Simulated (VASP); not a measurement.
VASP, PAW. Band gap of PbTe (rock salt) (no spin-orbit coupling).

| level | band gap (eV) |
|---|---|
| rev-vdW-DF2 (own cell) | 0.77 |

Task: Estimate the band gap from r2SCAN+rVV10 (own cell), SCAN (own cell), PBE-D4 (own cell).

Result: 
```json
{
  "r2SCAN+rVV10 (own cell)": "1.03 eV",
  "SCAN (own cell)": "0.89 eV",
  "PBE-D4 (own cell)": "0.74 eV"
}
```

Only levels that ran to the end are used. Left out are those held back, those with too coarse a band path, GW runs whose mesh misses a band edge, hybrids' fits of cells that aren't cubic and levels without matching references; a question may draw on a part of the rest.

The compound is PbTe in the rock salt structure.
